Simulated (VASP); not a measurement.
```
CELL_PARAMETERS angstrom
      4.56042     0.00000     0.00000
      0.00000     4.56042     0.00000
      0.00000     0.00000     3.19143
ATOMIC_POSITIONS crystal
  Mn 0.00000 0.00000 0.00000
  Mn 0.50000 0.50000 0.50000
  F  0.30325 0.30325 0.00000
  F  0.80325 0.19675 0.50000
  F  0.19675 0.80325 0.50000
  F  0.69675 0.69675 0.00000
```
Starting moments (μB, in the order of the record's atoms Mn Mn F F F F): 4.5 -4.5 0.0 0.0 0.0 0.0.

Method: PBEsol GGA, VASP's PBE PAW potentials (set 64) (plane waves; VASP). Settings: 620 eV cut-off, 5×5×7 Γ-centred mesh, Gaussian smearing of 0.050 eV, potentials Mn_pv F.

Energy and stress use the plane-wave basis of the starting cell.

### Question
The ions, cell shape and volume at an external pressure of 30.0 GPa are relaxed. Which structure does the run end with?

### Answer

```
CELL_PARAMETERS angstrom
      4.45042     0.00000     0.00000
      0.00000     4.45042     0.00000
      0.00000     0.00000     3.17840
ATOMIC_POSITIONS crystal
  Mn 0.00000 0.00000 0.00000
  Mn 0.50000 0.50000 0.50000
  F  0.30473 0.30473 0.00000
  F  0.80473 0.19527 0.50000
  F  0.19527 0.80473 0.50000
  F  0.69527 0.69527 0.00000
```
Space group P4_2/mnm (136), at a tolerance of 0.03 Å. The cell ends with 0.00 μB, on the sites 4.40 -4.40 -0.03 0.03 0.03 -0.03 μB.

### Question
How do energy and volume change from the first to the last step?

### Answer
The energy (σ→0) changes by +87.8 meV/atom and the volume by -5.2 %, in 11 ionic steps.

The compound is MnF2 in the rutile structure. This run relaxes it under an external pressure of 30 GPa. Symmetry was kept, so distortions that lower it aren't found.
